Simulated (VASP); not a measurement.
Output of a VASP run:

File OUTCAR:
```
 ion  position               nearest neighbor table
   1  0.000  0.000  0.000-   2 2.53   3 2.53   4 2.53   2 2.53   3 2.53   2 2.53   4 2.53   2 2.53
                             3 2.53   4 2.53   3 2.53   4 2.53
   2  0.000  0.500  0.500-   1 2.53   3 2.53   4 2.53   1 2.53   4 2.53   1 2.53   3 2.53   1 2.53
                             3 2.53   4 2.53   4 2.53   3 2.53
   3  0.500  0.000  0.500-   1 2.53   2 2.53   4 2.53   1 2.53   4 2.53   2 2.53   4 2.53   4 2.53
                             1 2.53   2 2.53   1 2.53   2 2.53
   4  0.500  0.500  0.000-   1 2.53   2 2.53   3 2.53   2 2.53   3 2.53   1 2.53   3 2.53   3 2.53
                             1 2.53   2 2.53   2 2.53   1 2.53
  LATTYP: Found a simple cubic cell.
 ALAT       =     3.5802000000
 Subroutine PRICEL returns:
 Original cell was already a primitive cell.
 Subroutine GETGRP returns: Found 48 space group operations
The static configuration has the point symmetry O_h .
The dynamic configuration has the point symmetry O_h .
 Subroutine INISYM returns: Found 48 space group operations
 Subroutine IBZKPT returns following result:
 Found     35 irreducible k-points:

 Following reciprocal coordinates:
            Coordinates               Weight
  0.000000  0.000000  0.000000      1.000000
  0.125000  0.000000  0.000000      6.000000
  0.250000  0.000000  0.000000      6.000000
  0.375000  0.000000  0.000000      6.000000
  0.500000  0.000000  0.000000      3.000000
  0.125000  0.125000  0.000000     12.000000
  0.250000  0.125000  0.000000     24.000000
  0.375000  0.125000  0.000000     24.000000
  0.500000  0.125000  0.000000     12.000000
  0.250000  0.250000  0.000000     12.000000
  0.375000  0.250000  0.000000     24.000000
  0.500000  0.250000  0.000000     12.000000
  0.375000  0.375000  0.000000     12.000000
  0.500000  0.375000  0.000000     12.000000
  0.500000  0.500000  0.000000      3.000000
  0.125000  0.125000  0.125000      8.000000
  0.250000  0.125000  0.125000     24.000000
  0.375000  0.125000  0.125000     24.000000
  0.500000  0.125000  0.125000     12.000000
  0.250000  0.250000  0.125000     24.000000
  0.375000  0.250000  0.125000     48.000000
  0.500000  0.250000  0.125000     24.000000
  0.375000  0.375000  0.125000     24.000000
  0.500000  0.375000  0.125000     24.000000
  0.500000  0.500000  0.125000      6.000000
  0.250000  0.250000  0.250000      8.000000
  0.375000  0.250000  0.250000     24.000000
  0.500000  0.250000  0.250000     12.000000
  0.375000  0.375000  0.250000     24.000000
  0.500000  0.375000  0.250000     24.000000
  0.500000  0.500000  0.250000      6.000000
  0.375000  0.375000  0.375000      8.000000
  0.500000  0.375000  0.375000     12.000000
  0.500000  0.500000  0.375000      6.000000
  0.500000  0.500000  0.500000      1.000000
   k-points           NKPTS =     35   k-points in BZ     NKDIM =     35   number of bands    NBANDS=     21
   number of dos      NEDOS =    301   number of ions     NIONS =      4
   total plane-waves  NPLWV =  13824
   dimension x,y,z NGX =    24 NGY =   24 NGZ =   24
   dimension x,y,z NGXF=    48 NGYF=   48 NGZF=   48
   ions per type =               1   3
   PREC   = accura    normal or accurate (medium, high low for compatibility)
   ISTART =      0    job   : 0-new  1-cont  2-samecut
   ICHARG =      2    charge: 1-file 2-atom 10-const
   ISPIN  =      1    spin polarized calculation?
   LNONCOLLINEAR =      F non collinear calculations
   LSORBIT =      F    spin-orbit coupling
   INIWAV =      1    electr: 0-lowe 1-rand  2-diag
   ENCUT  =  400.0 eV  29.40 Ry    5.42 a.u.   5.84  5.84  5.84*2*pi/ulx,y,z
   NELM   =    100;   NELMIN=  2; NELMDL= -5     # of ELM steps
   EDIFF  = 0.1E-05   stopping-criterion for ELM
   LREAL  =      F    real-space projection
   NLSPLINE    = F    spline interpolate recip. space projectors
   LMAXMIX     =    4 max onsite mixed and CHGCAR
   VOSKOWN=      0    Vosko Wilk Nusair interpolation
   EDIFFG = 0.1E-04   stopping-criterion for IOM
   NSW    =      0    number of steps for IOM
   NBLOCK =      1;   KBLOCK =      1    inner block; outer block
...
```

OSZICAR:
```
       N       E                     dE             d eps       ncg     rms          rms(c)
DAV:   1     0.186713025413E+03    0.18671E+03   -0.13677E+04  1470   0.179E+03
DAV:   2     0.355878610866E+00   -0.18636E+03   -0.17998E+03  1470   0.321E+02
DAV:   3    -0.995821370380E+01   -0.10314E+02   -0.10113E+02  1565   0.110E+02
DAV:   4    -0.100978715582E+02   -0.13966E+00   -0.13947E+00  1670   0.113E+01
DAV:   5    -0.101014243062E+02   -0.35527E-02   -0.35525E-02  1646   0.169E+00    0.129E+01
DAV:   6    -0.101518686881E+02   -0.50444E-01   -0.11497E+01  1573   0.556E+01    0.770E+00
DAV:   7    -0.936479478745E+01    0.78707E+00   -0.39017E+00  1610   0.339E+01    0.404E+00
DAV:   8    -0.940240072835E+01   -0.37606E-01   -0.41551E-01  1568   0.407E+00    0.962E-01
DAV:   9    -0.940039346232E+01    0.20073E-02   -0.18285E-02  1680   0.172E+00    0.670E-01
DAV:  10    -0.940283438629E+01   -0.24409E-02   -0.78572E-03  1819   0.104E+00    0.239E-01
DAV:  11    -0.940391902724E+01   -0.10846E-02   -0.22587E-03  1707   0.537E-01    0.666E-02
DAV:  12    -0.940396478804E+01   -0.45761E-04   -0.40288E-04  1556   0.259E-01    0.333E-02
DAV:  13    -0.940395748528E+01    0.73028E-05   -0.86680E-05  1937   0.935E-02    0.104E-02
DAV:  14    -0.940396118723E+01   -0.37020E-05   -0.14585E-05  1807   0.525E-02    0.504E-03
DAV:  15    -0.940396202596E+01   -0.83873E-06   -0.40474E-06  1353   0.234E-02
   1 F= -.94039620E+01 E0= -.94041163E+01  d E =0.462870E-03
```

**OUTCAR**
```
------------------------ aborting loop because EDIFF is reached ----------------------------------------
  FORCE on cell =-STRESS in cart. coord.  units (eV):
  Direction    XX          YY          ZZ          XY          YZ          ZX
  --------------------------------------------------------------------------------------
  Total       -8.0280735     -8.0280735     -8.0280735      0.0000000     -0.0000000      0.0000000
  in kB     -280.2851304   -280.2851304   -280.2851304      0.0000000     -0.0000000      0.0000000
  external PRESSURE =    -280.2851304 kB  Pullay stress =       0.0000000 kB
  volume of cell :       45.89
      direct lattice vectors                 reciprocal lattice vectors
     3.580200000  0.000000000  0.000000000     0.279314005  0.000000000  0.000000000
     0.000000000  3.580200000  0.000000000     0.000000000  0.279314005  0.000000000
     0.000000000  0.000000000  3.580200000     0.000000000  0.000000000  0.279314005
 POSITION                                       TOTAL-FORCE (eV/Angst)
 -----------------------------------------------------------------------------------
      0.00000      0.00000      0.00000         0.000000      0.000000      0.000000
      0.00000      1.79010      1.79010         0.000000      0.000000      0.000000
      1.79010      0.00000      1.79010         0.000000      0.000000      0.000000
      1.79010      1.79010      0.00000         0.000000      0.000000      0.000000
 -----------------------------------------------------------------------------------
    total drift:                                0.000000     -0.000000     -0.000000
  FREE ENERGIE OF THE ION-ELECTRON SYSTEM (eV)
  ---------------------------------------------------
  free  energy   TOTEN  =        -9.4039620260 eV

  energy  without entropy=       -9.4044248961  energy(sigma->0) =       -9.40411632

 total charge

# of ion       s       p       d       tot
------------------------------------------
    1        0.747   0.726   0.000   1.473
    2        0.405   0.392   8.841   9.638
    3        0.405   0.392   8.841   9.638
    4        0.405   0.392   8.841   9.638
--------------------------------------------------
tot          1.962   1.901  26.522  30.386
```
(Selected blocks of OUTCAR.)

**POSCAR**
```
Ni3Si
1
    3.5802000000     0.0000000000     0.0000000000
    0.0000000000     3.5802000000     0.0000000000
    0.0000000000     0.0000000000     3.5802000000
Si Ni
1 3
Direct
  0.0000000000   0.0000000000   0.0000000000
  0.0000000000   0.5000000000   0.5000000000
  0.5000000000   0.0000000000   0.5000000000
  0.5000000000   0.5000000000   0.0000000000
```

**Question.** Reconstruct the remaining input files.

**Answer.** Several could match; the one computed here: the input of the run itself, PBE GGA + U (Dudarev), plane waves, VASP's PBE PAW potentials (set 64).

INCAR:
```
SYSTEM  =  Ni3Si
PREC  =  Accurate; ENCUT  =  400; LREAL  =  .FALSE.
LASPH  =  .TRUE.
EDIFF  =  1E-6; NELM  =  100; ALGO  =  Normal
LMAXMIX  =  4
ISMEAR  =  1; SIGMA  =  0.1
GGA  =  PE
LDAUL  =  -1 2
LDAUU  =  0 8.0
LDAUJ  =  0 0
LDAU  =  .TRUE.; LDAUTYPE  =  2; LDAUPRINT  =  1
ISIF  =  2
LWAVE  =  .FALSE.; LCHARG  =  .FALSE.; LORBIT  =  10
```

**KPOINTS**
```
Automatic mesh
0
Gamma
8 8 8
0 0 0
```

POTCAR, in this order: Si Ni (PBE.64 set). Program: vasp_std.

The compound is Ni3Si in the L1_2 structure. The cell was not relaxed at this level. The run is one of a series of settings (LDAU = .TRUE., LDAUJ = 0 0, LDAUL = -1 2, LDAUTYPE = 2, LDAUU = 0 8.0 against the base run), some of them coarse on purpose. The run is not spin-polarised, so no magnetic state was tried.
